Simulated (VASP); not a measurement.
Data:

```
CELL_PARAMETERS angstrom
      3.96917     0.00000     0.00000
      0.00000     3.96917     0.00000
      0.00000     0.00000     3.96917
ATOMIC_POSITIONS crystal
  Ti 0.00000 0.00000 0.00000
  Pt 0.00000 0.50000 0.50000
  Pt 0.50000 0.00000 0.50000
  Pt 0.50000 0.50000 0.00000
```

Computed with RPBE GGA, VASP's PBE PAW potentials (set 64) (plane waves; VASP). Run with 520 eV cut-off, 8×8×8 Γ-centred mesh, first-order Methfessel-Paxton smearing of 0.10 eV, potentials Ti_sv Pt.

Unless said otherwise, spin-orbit coupling is left out, though it shifts the bands of the heavy elements here.

Problem. Predict the energy per atom (σ→0), band gap (on the k-mesh) with the smallest direct gap where there is one.

Solution. 
| Quantity | Result |
|---|---|
| band gap (on the k-mesh) | none (metal, semimetal or under 0.01 eV) |
| energy per atom (σ→0) | -6.796 eV/atom |

Total energies compare only between runs with the same potentials, cut-off and functional.

The compound is Pt3Ti in the L1_2 structure. It was relaxed first.
